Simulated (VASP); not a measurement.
## Eu3Ag: U from linear response

Wanted: U by linear response. The start is a computed cell from the Materials Project.

Calculated with VASP 6.6.1; PBEsol, spin-polarised from a ferrimagnetic start; plane waves and PAW (Eu, Eu, Ag), in the first sound run; inputs show where later runs differ.

### 1. Set-up

The structure is cubic, space group Pm-3m (No. 221). Conventional cell: a = 5.104 Å, b = 5.104 Å, c = 5.104 Å, α = 90.00°, β = 90.00°, γ = 90.00°. Nearest to Eu lie 8 Eu at 3.61 Å and 4 Ag at 3.61 Å. Nearest to Ag lie 12 Eu at 3.61 Å. Farther neighbours are not listed.

Structure file:

```
Eu Ag
1.0
     5.10374    0.00000    0.00000
     0.00000    5.10374    0.00000
     0.00000    0.00000    5.10374
Eu Ag
3 1
Direct
  0.50000 0.50000 0.00000
  0.50000 0.00000 0.50000
  0.00000 0.50000 0.50000
  0.00000 0.00000 0.00000
```

### 2. Ground state

The shifted atom is typed as a species of its own, and density and orbitals are saved as the common start.

Contents of INCAR:

```
SYSTEM = Eu3Ag
PREC = Accurate
ENCUT = 420
EDIFF = 1E-06
NELM = 150
ISMEAR = 0
SIGMA = 0.1
LREAL = .FALSE.
ALGO = Normal
GGA = PS
NBANDS = 45
ISPIN = 2
MAGMOM = 7 -7 7 0
LMAXMIX = 6
AMIX = 0.2
BMIX = 1E-04
AMIX_MAG = 0.8
BMIX_MAG = 1E-04
LORBIT = 11
LWAVE = .TRUE.
LCHARG = .TRUE.
KPAR = 2
```

Contents of POSCAR:

```
Eu3Ag
1.0
    5.1037380000      0.0000000000      0.0000000000
    0.0000000000      5.1037380000      0.0000000000
    0.0000000000      0.0000000000      5.1037380000
Eu Eu Ag
1 2 1
Direct
    0.5000000000      0.5000000000      0.0000000000
    0.5000000000      0.0000000000      0.5000000000
    0.0000000000      0.5000000000      0.5000000000
    0.0000000000      0.0000000000      0.0000000000
```

Contents of KPOINTS:

```
Automatic mesh
0
Gamma
3 3 3
0 0 0
```

The projector-augmented-wave data sets are Eu, Eu and Ag (PBE family, release 64).

Launch:

```sh
$ mpirun -np 2 vasp_std
```

Output:

```text
[banner, memory and clock lines left out]
running    2 mpi-ranks, on    1 nodes
 distrk:  each k-point on    1 cores,    2 groups
 distr:  one band on    1 cores,    1 groups

 POSCAR found type information on POSCAR EuEuAg
 POSCAR found :  3 types and       4 ions
|                                                                             |
|               ----> ADVICE to this user running VASP <----                  |
|                                                                             |
|     You enforced a specific xc type in the INCAR file but a different       |
|     [... a line on the potential file left out ...]
|     I HOPE YOU KNOW WHAT YOU ARE DOING!                                     |
|                                                                             |

 LDA part: xc-table for (Slater+PW92), standard interpolation
 POSCAR, INCAR and KPOINTS ok, starting setup
 FFT: planning ... GRIDC
 FFT: planning ... GRID_SOFT
 FFT: planning ... GRID
 WAVECAR not read
 entering main loop
       N       E                     dE             d eps       ncg     rms          rms(c)
DAV:   1     0.578856707421E+03    0.57886E+03   -0.17665E+04  1905   0.460E+03
DAV:   2     0.162250538358E+03   -0.41661E+03   -0.36266E+03  2101   0.526E+02
DAV:   3     0.687145429856E-01   -0.16218E+03   -0.15333E+03  2011   0.259E+02
DAV:   4    -0.244961962604E+02   -0.24565E+02   -0.23954E+02  2464   0.111E+02
DAV:   5    -0.310939129869E+02   -0.65977E+01   -0.65293E+01  2768   0.556E+01    0.651E+01
DAV:   6    -0.377626614066E+02   -0.66687E+01   -0.14338E+01  2744   0.463E+01    0.268E+01
DAV:   7    -0.382385493393E+02   -0.47589E+00   -0.27212E+00  2872   0.189E+01    0.180E+01
DAV:   8    -0.382865996158E+02   -0.48050E-01   -0.70495E-01  2880   0.904E+00    0.144E+01
DAV:   9    -0.382768550877E+02    0.97445E-02   -0.26452E-01  2784   0.812E+00    0.114E+01
DAV:  10    -0.383407265573E+02   -0.63871E-01   -0.26653E-01  2603   0.115E+01    0.672E+00
DAV:  11    -0.383017100543E+02    0.39017E-01   -0.36105E-01  2512   0.185E+01    0.276E+00
DAV:  12    -0.382802336970E+02    0.21476E-01   -0.86690E-02  2656   0.822E+00    0.186E+00
DAV:  13    -0.382749457525E+02    0.52879E-02   -0.36594E-02  2736   0.533E+00    0.876E-01
DAV:  14    -0.382737491404E+02    0.11966E-02   -0.20127E-02  2835   0.288E+00    0.833E-01
DAV:  15    -0.382750425311E+02   -0.12934E-02   -0.13707E-02  2870   0.788E-01    0.106E+00
DAV:  16    -0.382753996740E+02   -0.35714E-03   -0.33313E-03  2872   0.572E-01    0.116E+00
DAV:  17    -0.382756473405E+02   -0.24767E-03   -0.25087E-03  2875   0.257E-01    0.889E-01
DAV:  18    -0.382756033143E+02    0.44026E-04   -0.50806E-04  2864   0.267E-01    0.743E-01
DAV:  19    -0.382753396288E+02    0.26369E-03   -0.60573E-04  2600   0.620E-01    0.360E-01
DAV:  20    -0.382753055250E+02    0.34104E-04   -0.43789E-04  2800   0.377E-01    0.240E-01
DAV:  21    -0.382753022026E+02    0.33224E-05   -0.23583E-04  2795   0.524E-01    0.287E-01
DAV:  22    -0.382753067974E+02   -0.45948E-05   -0.14602E-04  2800   0.230E-01    0.287E-01
DAV:  23    -0.382753085594E+02   -0.17621E-05   -0.75152E-05  2691   0.108E-01    0.392E-01
DAV:  24    -0.382753100027E+02   -0.14433E-05   -0.40457E-05  2784   0.783E-02    0.440E-01
DAV:  25    -0.382753166104E+02   -0.66077E-05   -0.21244E-05  2427   0.104E-01    0.503E-01
DAV:  26    -0.382753155209E+02    0.10895E-05   -0.82958E-06  2088   0.704E-02    0.430E-01
DAV:  27    -0.382753148262E+02    0.69468E-06   -0.72211E-06  1787   0.275E-02
   1 F= -.38275315E+02 E0= -.38262239E+02  d E =-.261514E-01  mag=     7.3846
 writing wavefunctions
```

Run time: 1.9 min. Hardware: 2 MPI ranks of AMD EPYC 7R43, shared host; peak memory 0.53 GiB; 3.8 min of CPU time.

The logs omit lines about the potential files and the build; timing stands in the text.

Parts of OUTCAR (step 2):

```text
ion  position               nearest neighbor table
   1  0.500  0.500  0.000-
   2  0.500  0.000  0.500-
   3  0.000  0.500  0.500-
   4  0.000  0.000  0.000-

  LATTYP: Found a simple cubic cell.
 ALAT       =     5.1037380000

 Subroutine GETGRP returns: Found 16 space group operations
 (whereof 16 operations were pure point group operations)

The static configuration has the point symmetry D_4h.

 Found      8 irreducible k-points:

   k-points           NKPTS =      8   k-points in BZ     NKDIM =      8   number of bands    NBANDS=     45

   dimension x,y,z NGX =    36 NGY =   36 NGZ =   36
   dimension x,y,z NGXF=    72 NGYF=   72 NGZF=   72

   ENCUT  =  420.0 eV  30.87 Ry    5.56 a.u.   8.53  8.53  8.53*2*pi/ulx,y,z

   NELECT =      62.0000    total number of electrons

 k-points in reciprocal lattice and weights: Automatic mesh
   0.00000000  0.00000000  0.00000000       0.037
   0.33333333  0.00000000  0.00000000       0.074
   0.00000000  0.33333333  0.00000000       0.074
   0.00000000  0.00000000  0.33333333       0.074
   0.33333333  0.33333333  0.00000000       0.148
   0.00000000  0.33333333  0.33333333       0.148
   0.33333333  0.00000000  0.33333333       0.148
   0.33333333  0.33333333  0.33333333       0.296

 average (electrostatic) potential at core
       1 -39.7675       2 -39.7355       3 -39.7657       4 -75.9036

 E-fermi :   2.9636

 spin component 1
 k-point     1 :       0.0000    0.0000    0.0000
  band No.  band energies     occupation
    ...
     31       2.6559      0.99999
     32       2.6966      0.99992
     33       2.7000      0.99990
     34       2.9077      0.78534
     35       2.9314      0.67565
     36       3.1954      0.00052
     37       3.2153      0.00019
     38       3.2155      0.00018
     39       5.2445      0.00000
     40       5.2552      0.00000
    ...

 k-point     2 :       0.3333    0.0000    0.0000
  band No.  band energies     occupation
    ...
     30       2.6102      1.00000
     31       2.6119      1.00000
     32       2.6213      1.00000
     33       2.6715      0.99998
     34       2.6823      0.99997
     35       3.2794      0.00000
     36       3.3587      0.00000
     37       3.4985      0.00000
     38       3.8017      0.00000
     39       4.6427      0.00000
    ...

 k-point     3 :       0.0000    0.3333    0.0000
  band No.  band energies     occupation
    ...
     30       2.6424      1.00000
     31       2.6562      0.99999
     32       2.6645      0.99999
     33       2.6664      0.99999
     34       2.6961      0.99992
     35       2.9939      0.33428
     36       3.2366      0.00006
     37       3.2367      0.00006
     38       4.1044      0.00000
     39       4.9205      0.00000
    ...

 k-point     4 :       0.0000    0.0000    0.3333
  band No.  band energies     occupation
    ...
     30       2.6125      1.00000
     31       2.6147      1.00000
     32       2.6218      1.00000
     33       2.6732      0.99998
     34       2.6806      0.99997
     35       3.2790      0.00000
     36       3.3583      0.00000
     37       3.4978      0.00000
     38       3.8020      0.00000
     39       4.6431      0.00000
    ...

 k-point     5 :       0.3333    0.3333    0.0000
  band No.  band energies     occupation
    ...
     31       2.6253      1.00000
     32       2.6423      1.00000
     33       2.6568      0.99999
     34       2.6880      0.99995
     35       2.8802      0.88094
     36       3.1943      0.00055
     37       3.7316      0.00000
     38       3.8301      0.00000
     39       4.3294      0.00000
     40       4.3359      0.00000
    ...

 k-point     6 :       0.0000    0.3333    0.3333
  band No.  band energies     occupation
    ...
     31       2.6265      1.00000
     32       2.6438      1.00000
     33       2.6544      0.99999
     34       2.6869      0.99995
     35       2.8793      0.88338
     36       3.1946      0.00054
     37       3.7320      0.00000
     38       3.8305      0.00000
     39       4.3289      0.00000
     40       4.3363      0.00000
    ...

  Total       -1.6817417     -1.1648287     -1.6905799      0.0000000      0.0000000      0.0000000
  in kB      -20.2677138    -14.0380744    -20.3742284      0.0000000      0.0000000      0.0000000
  external PRESSURE =     -18.2266722 kB  Pullay stress =       0.0000000 kB

  energy-cutoff  :      420.00
  volume of cell :      132.94
      direct lattice vectors                 reciprocal lattice vectors
     5.103738000  0.000000000  0.000000000     0.195934823  0.000000000  0.000000000
     0.000000000  5.103738000  0.000000000     0.000000000  0.195934823  0.000000000
     0.000000000  0.000000000  5.103738000     0.000000000  0.000000000  0.195934823

 POSITION                                       TOTAL-FORCE (eV/Angst)
 -----------------------------------------------------------------------------------
      2.55187      2.55187      0.00000         0.000000      0.000000      0.000000
      2.55187      0.00000      2.55187         0.000000      0.000000      0.000000
      0.00000      2.55187      2.55187         0.000000      0.000000      0.000000
      0.00000      0.00000      0.00000         0.000000      0.000000      0.000000
 -----------------------------------------------------------------------------------
    total drift:                                0.000000      0.000000      0.000000

  FREE ENERGIE OF THE ION-ELECTRON SYSTEM (eV)
  ---------------------------------------------------
  free  energy   TOTEN  =       -38.2753148262 eV

  energy  without entropy=      -38.2491633923  energy(sigma->0) =      -38.26223911

 total charge
# of ion       s       p       d       f       tot
--------------------------------------------------
    1        2.087   5.678   0.325   6.631  14.721
    2        2.088   5.681   0.305   6.643  14.717
    3        2.087   5.678   0.325   6.629  14.719
    4        0.494   0.192   9.082   0.000   9.769
--------------------------------------------------
tot          6.755  17.229  10.037  19.904  53.925

 magnetization (x)
# of ion       s       p       d       f       tot
--------------------------------------------------
    1        0.003  -0.092   0.117   6.621   6.649
    2       -0.002   0.102  -0.042  -6.629  -6.572
    3        0.003  -0.092   0.117   6.619   6.647
    4       -0.008   0.011  -0.000   0.000   0.003
--------------------------------------------------
tot         -0.005  -0.070   0.191   6.612   6.727

[... 6 further parts left out ...]
```

The magnetic state follows from one typed start and may not be the lowest. The k-mesh is coarse for a metal. Without U or exact exchange the f electrons of Eu come out too delocalised, which can shrink the cell and pin f bands at the Fermi level. LASPH is off, so gradient terms of the non-spherical density inside the spheres are left out; for open d or f shells this can shift gaps and moments. The PAW data sets were made with PBE, which is usual practice but a small mismatch for other functionals.

Numbers from this step:

| Quantity | Value |
| --- | --- |
| electronic cycles | 27 |
| electrons | 62 |
| free energy (TOTEN) | -38.28 eV |
| energy at zero smearing | -38.26 eV |
| Fermi energy | 2.964 eV |
| moment of the cell, from the last line of the log | 7.385 μB |
| labelled metallic, from the levels on this mesh | yes |

Spin moment in the PAW sphere by atom:

| atom | spin moment in the PAW sphere (μB) |
| --- | --- |
| Eu1 | 6.65 |
| Eu2 | -6.57 |
| Eu3 | 6.65 |
| Ag4 | 0.00 |

EDIFF was met while the residual of the charge density, rms(c), still stood at 0.04, so the density had not settled and the numbers of this run are doubtful.

### 3. Shifted potential, frozen density, alpha -0.2

This step: PBEsol, with a shift of one shell's potential, spin-polarised from a ferrimagnetic start; plane waves and PAW (Eu, Eu, Ag) (VASP 6.6.1).

With the density held, the shell's charge shows the bare response.

INCAR, as its differences from that of step 2:

```diff
@@ -19,4 +19,10 @@
 LORBIT = 11
-LWAVE = .TRUE.
-LCHARG = .TRUE.
+LWAVE = .FALSE.
+LCHARG = .FALSE.
 KPAR = 2
+LDAU = .TRUE.
+LDAUTYPE = 3
+LDAUL = 3 -1 -1
+LDAUU = -0.2 0 0
+LDAUJ = -0.2 0 0
+ICHARG = 11
```

POSCAR is that of step 2.

KPOINTS is that of step 2.

The run starts from files that an earlier step left in the folder.

Launch:

```sh
$ mpirun -np 2 vasp_std
```

Output:

```text
[banner, memory and clock lines left out]
running    2 mpi-ranks, on    1 nodes
 distrk:  each k-point on    1 cores,    2 groups
 distr:  one band on    1 cores,    1 groups

 POSCAR found type information on POSCAR EuEuAg
 POSCAR found :  3 types and       4 ions
 [... a notice as in an earlier step ...]

 LDA part: xc-table for (Slater+PW92), standard interpolation
 found WAVECAR, reading the header
 WARNING: stress and forces are not correct
 POSCAR, INCAR and KPOINTS ok, starting setup
 FFT: planning ... GRIDC
 FFT: planning ... GRID_SOFT
 FFT: planning ... GRID
 reading WAVECAR
 the WAVECAR file was read successfully
 charge density read from file: CHGCAR, Eu3Ag
magnetization read from file: component  1
 entering main loop
       N       E                     dE             d eps       ncg     rms          rms(c)
DAV:   1    -0.369629777787E+02   -0.36963E+02   -0.15994E-02  2342   0.701E+00
DAV:   2    -0.369632666828E+02   -0.28890E-03   -0.28890E-03  2083   0.169E-01
DAV:   3    -0.369633029439E+02   -0.36261E-04   -0.36261E-04  2088   0.652E-02
DAV:   4    -0.369633058488E+02   -0.29049E-05   -0.29044E-05  1923   0.307E-02
DAV:   5    -0.369633065699E+02   -0.72108E-06   -0.72138E-06  1806   0.190E-02
   1 F= -.36963307E+02 E0= -.36946443E+02  d E =-.337268E-01  mag=     7.3846
```

Elapsed: 21 s, on 2 MPI ranks; peak memory 0.48 GiB; 40 s of CPU time.

From OUTCAR (step 3):

```text
The static configuration has the point symmetry D_4h.

 Found      8 irreducible k-points:

   NELECT =      62.0000    total number of electrons

 E-fermi :   3.0007

 spin component 1
 k-point     1 :       0.0000    0.0000    0.0000
  band No.  band energies     occupation
    ...
     31       2.8190      0.99490
     32       2.8375      0.98949
     33       2.8440      0.98666
     34       2.9078      0.90567
     35       2.9314      0.83633
     36       3.1955      0.00294
     37       3.2153      0.00120
     38       3.2155      0.00119
     39       5.2486      0.00000
     40       5.2578      0.00000
    ...

 k-point     2 :       0.3333    0.0000    0.0000
  band No.  band energies     occupation
    ...
     30       2.7721      0.99939
     31       2.7937      0.99829
     32       2.7993      0.99780
     33       2.8028      0.99743
     34       2.8489      0.98412
     35       3.2838      0.00003
     36       3.3625      0.00000
     37       3.4994      0.00000
     38       3.8086      0.00000
     39       4.6465      0.00000
    ...

 k-point     3 :       0.0000    0.3333    0.0000
  band No.  band energies     occupation
    ...
     31       2.7986      0.99787
     32       2.8211      0.99445
     33       2.8354      0.99029
     34       2.8415      0.98783
     35       2.9941      0.53694
     36       3.2401      0.00035
     37       3.2429      0.00031
     38       4.1082      0.00000
     39       4.9217      0.00000
     40       4.9515      0.00000
    ...

 k-point     4 :       0.0000    0.0000    0.3333
  band No.  band energies     occupation
    ...
     30       2.7291      0.99994
     31       2.7476      0.99983
     32       2.7836      0.99893
     33       2.7875      0.99872
     34       2.8399      0.98853
     35       3.3038      0.00001
     36       3.3837      0.00000
     37       3.5257      0.00000
     38       3.8060      0.00000
     39       4.6461      0.00000
    ...

  Total       -4.9785881     -4.1817123     -4.2364100      0.0000000      0.0000000      0.0000000
  in kB      -60.0000570    -50.3964116    -51.0556080      0.0000000      0.0000000      0.0000000
  external PRESSURE =     -53.8173589 kB  Pullay stress =       0.0000000 kB

  FREE ENERGIE OF THE ION-ELECTRON SYSTEM (eV)
  ---------------------------------------------------
  free  energy   TOTEN  =       -36.9633065699 eV

  energy  without entropy=      -36.9295797833  energy(sigma->0) =      -36.94644318

 total charge
# of ion       s       p       d       f       tot
--------------------------------------------------
    1        2.087   5.679   0.339   6.436  14.541
    2        2.089   5.682   0.316   6.657  14.745
    3        2.087   5.679   0.346   6.641  14.754
    4        0.494   0.198   9.085   0.000   9.777
--------------------------------------------------
tot          6.757  17.239  10.086  19.734  53.817

 magnetization (x)
# of ion       s       p       d       f       tot
--------------------------------------------------
    1        0.002  -0.092   0.126   6.426   6.463
    2       -0.003   0.102  -0.041  -6.642  -6.584
    3        0.002  -0.092   0.133   6.631   6.674
    4       -0.008   0.014   0.000   0.000   0.006
--------------------------------------------------
tot         -0.007  -0.068   0.219   6.415   6.559

[... 9 parts as in an earlier step ...]

[... 9 further parts left out ...]
```

Numbers from this step:

```yaml
electronic_cycles: 5
free_energy_toten: -36.96 eV
energy_at_zero_smearing: -36.95 eV
fermi_energy: 3.001 eV
```

Spin moment in the PAW sphere by atom:

| atom | spin moment in the PAW sphere (μB) |
| --- | --- |
| Eu1 | 6.46 |
| Eu2 | -6.58 |
| Eu3 | 6.67 |
| Ag4 | 0.01 |

Energy at zero smearing: -36.94644 eV.

(Part 1 of 3 ends here.)

[Lines on the potential files, build, host, timing and source positions are cut from VASP's logs without a mark.]

[Logs are printed without paths, hosts, clocks, repeated set-up lines and the standing remarks that a program may print on its own settings, such as how far it seeks lower states.]

[Hosts, paths, dates, database ids (printed as entryN), source tags and the programs' standing remarks are cut or masked in the printed files.]

[In band tables of VASP the shares of atoms and orbitals are scaled to a sum of 1 inside the atoms' spheres.]

[Runs that stopped without an error message from VASP are left out.]
